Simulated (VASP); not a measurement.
Here is a VASP 6.6.1 calculation.

The input INCAR:

```
SYSTEM = MoPt
  ALGO = Normal
  DIPOL = 0.5 0.5 0.294
  EDIFF = 1E-7
  ENCUT = 520
  GGA = PE
  IDIPOL = 3
  ISIF = 2
  ISMEAR = -1
  LASPH = .TRUE.
  LCHARG = .FALSE.
  LDIPOL = .TRUE.
  LREAL = .FALSE.
  LWAVE = .FALSE.
  NBANDS = 19
  NELM = 80
  PREC = Accurate
  SIGMA = 0.05
```

Contents of KPOINTS:

```
k-points
0
G
  8 8 1
  0 0 0
```

POSCAR

```
MoPt
1.0
    3.5513000000      0.0000000000      0.0000000000
    0.0000000000      3.5513000000      0.0000000000
    0.0000000000      0.0000000000     23.8000000000
Mo Pt
1 1
Direct
    0.5000000000      0.5000000000      0.2941200000
    0.0000000000      0.0000000000      0.2941200000
```

Potentials or basis: VASP PAW PBE potentials, release 64 (Mo_sv, Pt).

Run with:

```sh
$ cat potpaw_PBE.64/Mo_sv/POTCAR potpaw_PBE.64/Pt/POTCAR > POTCAR
$ mpirun -np 1 vasp_std > vasp.out
```

Question: Estimate the band gap on the k mesh.

Answer: None (metal or under the smearing width).

The run has no spin-orbit coupling, so splittings on Pt are missing.
